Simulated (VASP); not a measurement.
Here is the system:

```
CELL_PARAMETERS angstrom
      1.82583    -3.16243     0.00000
      1.82583     3.16243     0.00000
      0.00000     0.00000     5.56901
ATOMIC_POSITIONS crystal
  Tb 0.33333 0.66667 0.25000
  Tb 0.66667 0.33333 0.75000
```

The numbers are results of r2SCAN+rVV10, VASP's PBE PAW potentials (set 64) (plane waves; VASP), not measurements. Numerical set-up: 520 eV cut-off, 13×13×8 Γ-centred mesh, tetrahedra with Blöchl corrections, potentials Tb_3.

The 4f electrons are frozen in the core of the lanthanide potential, so 4f levels, which can set the real gap, and their magnetism are missing.

**Question.** Give the energies of bands 7 to 12 at the high-symmetry points, in eV from the Fermi level.

**Answer.** 
```tsv
band	Γ	M	K	A	L	H
7	-5.14	-1.87	-0.95	-3.43	-1.90	-0.46
8	-2.12	-1.45	-0.76	-3.43	-1.90	-0.46
9	1.48	-0.95	-0.76	1.19	0.13	-0.45
10	1.93	-0.03	-0.49	1.19	0.13	-0.45
11	1.93	1.54	1.35	1.80	1.73	0.57
12	2.60	1.84	1.35	1.80	1.73	0.57
```

It has no gap at this level: it comes out as a metal or semimetal.

The compound is Tb in the hcp structure. It was relaxed first.
